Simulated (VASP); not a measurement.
An input for Ansatz (written as the equivalent of a VASP run, and not itself run):

Ansatz 0.2 input:
```yaml
crystal:
  lattice:
    - [0.0000000, 3.2894900, 3.2894900]
    - [3.2894900, 0.0000000, 3.2894900]
    - [3.2894900, 3.2894900, 0.0000000]
  atoms:
    - { symbol: In, position: [0.0000000, 0.0000000, 1.0000000] }
    - { symbol: Sb, position: [0.2500000, 0.2500000, 0.2500000] }
kpoints:
  mp_grid: { grid: [10, 10, 10] }
hamiltonian:
  xc: lda
  pseudopotentials: { kind: paw }
scf:
  occupations: { method: methfessel_paxton, width: 0.1 }
  max_iter: 100
output: { forces: true, stress: true, eigenvalues: true }
```

Question: Write the VASP files for the same calculation (LDA).

Answer: Several could match; the one computed here: 
### INCAR
```
! general
SYSTEM  = InSb
PREC    = Accurate
ENCUT   = 520
LREAL   = F
LASPH   = T

! electronic loop
EDIFF   = 1E-7
NELM    = 100
ALGO    = Normal
LMAXMIX = 4

! smearing
ISMEAR  = 1
SIGMA   = 0.1

! ions
ISIF    = 2

! output
LWAVE   = F
LCHARG  = F
```

### KPOINTS
```
kpoints
0
Gamma
 10 10 10
0 0 0
```

### POSCAR
```
InSb
1
    0.0000000000     3.2894900423     3.2894900423
    3.2894900423     0.0000000000     3.2894900423
    3.2894900423     3.2894900423     0.0000000000
In Sb
1 1
Direct
  0.0000000000   0.0000000000   1.0000000000
  0.2500000000   0.2500000000   0.2500000000
```

POTCAR, in this order: In_d Sb (LDA.64 set). Program: vasp_std.

What does not carry over: each code has its own PAW files, so the cut-off isn't converted (ENCUT is set for VASP's; basis.ecutwfc is left out, and Ansatz then takes the one that its files recommend); Ansatz stops its SCF on the density residual and VASP on the energy change (EDIFF); Ansatz's lda is the Perdew-Wang form, while the LDA potentials of VASP carry Perdew-Zunger's.

The compound is InSb in the zinc blende structure. This cell is one point of a volume scan, at 1.06 of the reference volume.
